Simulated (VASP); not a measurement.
OSZICAR of a VASP run on Al (space group Fm-3m):

**OSZICAR**
```
       N       E                     dE             d eps       ncg     rms          rms(c)
DAV:   1    -0.302916093934E+01   -0.30292E+01   -0.54590E+02   670   0.182E+02
DAV:   2    -0.408606389383E+01   -0.10569E+01   -0.94932E+00   785   0.205E+01
DAV:   3    -0.409415510587E+01   -0.80912E-02   -0.80655E-02   680   0.185E+00
DAV:   4    -0.409417478782E+01   -0.19682E-04   -0.19681E-04   780   0.969E-02
DAV:   5    -0.409417485081E+01   -0.62990E-07   -0.63165E-07   715   0.452E-03    0.132E+00
DAV:   6    -0.407786414096E+01    0.16311E-01   -0.27050E-03   690   0.321E-01    0.749E-01
DAV:   7    -0.406688014937E+01    0.10984E-01   -0.73265E-03   635   0.510E-01    0.157E-01
DAV:   8    -0.406686473474E+01    0.15415E-04   -0.33896E-05   750   0.597E-02    0.488E-03
DAV:   9    -0.406686390343E+01    0.83131E-06   -0.63011E-07   595   0.494E-03
   1 F= -.40668639E+01 E0= -.40551194E+01  d E =-.234891E-01
```

**Question.** Which electronic solver shows in the log?

**Answer.** It is blocked Davidson (ALGO = Normal, or the opening steps of other solvers). The INCAR had ALGO = Normal.

**Question.** Can the final energy be trusted as converged?

**Answer.** The calculation finished and met its thresholds. It stopped with EDIFF = 1E-6, NELM = 100 (PBEsol GGA, plane waves, VASP's PBE PAW potentials (set 64)).

The structure comes from a computed database's Al entry; how it stands against other phases isn't given here. The cell was not relaxed at this level, and its volume differs by +4.6 % from the start's.
